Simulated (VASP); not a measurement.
CdSe (wurtzite), at 1.04 of the tabulated volume:

```xyz
4
Lattice="2.1783 -3.7729 0.0000 2.1783 3.7729 0.0000 0.0000 0.0000 7.1022" Properties=species:S:1:pos:R:3 pbc="T T T"
Cd     2.1783    -1.2576     3.5511
Cd     2.1783     1.2576     0.0000
Se     2.1783    -1.2576     6.2216
Se     2.1783     1.2576     2.6704
```

The lowest empty band near Γ, direction a*, from mBJ (TB09) with spin-orbit coupling in VASP (PAW); its two spin partners are averaged. The gap over the points computed is 1.83 eV, and the next band on that side lies 1.34 eV away at the edge.

Numerical set-up: 400 eV cut-off, 7×7×4 Γ-centred mesh, Gaussian smearing of 0.050 eV, potentials Cd Se.

```
distance from the edge in k (1/Å)  distance in energy (meV)
---------------------------------  ------------------------
0.012                                                   3.1
0.018                                                   7.0
0.025                                                  13.4
0.035                                                  26.2
0.050                                                  52.7
0.070                                                 100.5
```

Question: Fit E(1 + αE) = ħ²k²/2m* (ħ²/2m0 = 3.810 eV Å²) and predict the row at 0.095 1/Å.

Answer: Least squares on the energies gives the electron mass m* = 0.175 m0 and α = 0.58 per eV, and so 177.6 meV. The run gave 177.4 meV, -0.2 meV from the fit.

Left out are points under 3 meV from the edge, since the levels carry 0.1 meV, and points farther than half the way to the next band.

The compound is CdSe in the wurtzite structure. The cell was not relaxed at this level.
